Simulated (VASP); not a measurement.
Output of a VASP run:

### OSZICAR
```
       N       E                     dE             d eps       ncg     rms          rms(c)
DAV:   1     0.720963751489E+01    0.72096E+01   -0.39999E+03   600   0.824E+02
DAV:   2    -0.173501856892E+02   -0.24560E+02   -0.23811E+02   752   0.139E+02
DAV:   3    -0.178294643178E+02   -0.47928E+00   -0.47928E+00   648   0.243E+01
DAV:   4    -0.178308990065E+02   -0.14347E-02   -0.14347E-02   864   0.124E+00
DAV:   5    -0.178309013657E+02   -0.23593E-05   -0.23593E-05   672   0.392E-02    0.826E+00
DAV:   6    -0.156576710085E+02    0.21732E+01   -0.12351E+01   592   0.224E+01    0.293E+00
DAV:   7    -0.156292279697E+02    0.28443E-01   -0.94049E-02   584   0.317E+00    0.196E+00
DAV:   8    -0.156115436566E+02    0.17684E-01   -0.19216E-02   648   0.181E+00    0.393E-01
DAV:   9    -0.156112976341E+02    0.24602E-03   -0.68634E-04   800   0.218E-01    0.203E-01
DAV:  10    -0.156113462639E+02   -0.48630E-04   -0.96414E-05   608   0.879E-02    0.404E-02
DAV:  11    -0.156113453085E+02    0.95540E-06   -0.85020E-07   616   0.101E-02
   1 F= -.15611345E+02 E0= -.15611345E+02  d E =-.156113E+02
```

OUTCAR:
```
------------------------ aborting loop because EDIFF is reached ----------------------------------------
  FORCE on cell =-STRESS in cart. coord.  units (eV):
  Direction    XX          YY          ZZ          XY          YZ          ZX
  --------------------------------------------------------------------------------------
  Total       -0.0031094     -0.0031094     -0.0031094      0.0000000      0.0000000      0.0000000
  in kB       -0.2375283     -0.2375283     -0.2375283      0.0000000      0.0000000      0.0000000
  external PRESSURE =      -0.2375283 kB  Pullay stress =       0.0000000 kB
  volume of cell :       20.97
      direct lattice vectors                 reciprocal lattice vectors
     0.000000000  2.188846083  2.188846083    -0.228430863  0.228430863  0.228430863
     2.188846083  0.000000000  2.188846083     0.228430863 -0.228430863  0.228430863
     2.188846083  2.188846083  0.000000000     0.228430863  0.228430863 -0.228430863
  FREE ENERGIE OF THE ION-ELECTRON SYSTEM (eV)
  ---------------------------------------------------
  free  energy   TOTEN  =       -15.6113453085 eV

  energy  without entropy=      -15.6113453085  energy(sigma->0) =      -15.61134531

 reached required accuracy - stopping structural energy minimisation
```
(Selected blocks of OUTCAR.)

POSCAR:
```
AlN
1
    0.0000000000     2.1888460827     2.1888460827
    2.1888460827     0.0000000000     2.1888460827
    2.1888460827     2.1888460827    -0.0000000000
Al N
1 1
Direct
  0.0000000000   0.0000000000   0.0000000000
  0.2500000000   0.2500000000   0.2500000000
```

Task: Reconstruct the remaining input files.

Result: Several could match; the one computed here: the input of the run itself, PBEsol GGA, plane waves, VASP's PBE PAW potentials (set 64).

### KPOINTS
```
Automatic
0
gamma
9 9 9
0 0 0
```

### INCAR
```
SYSTEM = AlN
PREC = Accurate
ENCUT = 520
EDIFF = 1E-6
NELM = 100
ALGO = Normal
LREAL = .FALSE.
LASPH = .TRUE.
ISMEAR = 0
SIGMA = 0.05
GGA = PS
LWAVE = .FALSE.
LCHARG = .FALSE.
IBRION = 2
ISIF = 3
NSW = 60
EDIFFG = -0.01
```

POTCAR, in this order: Al N (PBE.64 set). Program: vasp_std.

The structure was generated: AlN was put into the zinc blende type (F-43m), which need not be its known phase. It was relaxed first. The start is the result of an earlier pass.
